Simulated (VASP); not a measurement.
A VASP calculation is set up with these files.

**KPOINTS**
```
Automatic mesh
0
Gamma
6 9 6
0 0 0
```

### POSCAR
```
HfIr
1
    4.6430131263     0.0000000000     0.0000000000
    0.0000000000     3.0196002200     0.0000000000
    0.0000000000     0.0000000000     4.8588500076
Hf Ir
2 2
Direct
  0.2500000000   0.5000000000   0.2708145889
  0.7500000000   0.5000000000   0.7291854111
  0.7500000000   1.0000000000   0.2075930238
  0.2500000000   0.0000000000   0.7924069762
```

### INCAR
```
# general
SYSTEM  = HfIr
PREC    = Accurate
ENCUT   = 400
LREAL   = .FALSE.
LASPH   = .TRUE.

# electronic loop
EDIFF   = 1E-6
NELM    = 100
ALGO    = Normal
LMAXMIX = 6

# smearing
ISMEAR  = 1
SIGMA   = 0.1

# functional
GGA     = PS

# ions
IBRION  = 2
NSW     = 60
ISIF    = 3
EDIFFG  = -0.02

# output
LWAVE   = .FALSE.
LCHARG  = .FALSE.
```

POTCAR, in this order: Hf_pv Ir (PBE.64 set). Program: vasp_std.

### Question
Translate this PBEsol calculation to Ansatz.

### Answer
One equivalent input (not run):
Ansatz 0.2 input:
```yaml
crystal:
  lattice:
    - [4.6430131, 0.0000000, 0.0000000]
    - [0.0000000, 3.0196002, 0.0000000]
    - [0.0000000, 0.0000000, 4.8588500]
  atoms:
    - { symbol: Hf, position: [0.2500000, 0.5000000, 0.2708146] }
    - { symbol: Hf, position: [0.7500000, 0.5000000, 0.7291854] }
    - { symbol: Ir, position: [0.7500000, 1.0000000, 0.2075930] }
    - { symbol: Ir, position: [0.2500000, 0.0000000, 0.7924070] }
kpoints:
  mp_grid: { grid: [6, 9, 6] }
hamiltonian:
  xc: pbesol
  pseudopotentials: { kind: paw }
scf:
  occupations: { method: methfessel_paxton, width: 0.1 }
  max_iter: 100
relax:
  max_steps: 60
  f_tol: 0.02
  cell: {}
output: { forces: true, stress: true, eigenvalues: true }
```
The two are equivalent in intent, not identical: each code has its own PAW files, so the cut-off isn't converted (ENCUT is set for VASP's; basis.ecutwfc is left out, and Ansatz then takes the one that its files recommend); Ansatz stops its SCF on the density residual and VASP on the energy change (EDIFF).

The structure comes from a computed database's HfIr entry (Pmma); how it stands against other phases isn't given here. This run relaxes it. Symmetry was kept, so distortions that lower it aren't found. The start is the result of an earlier pass.
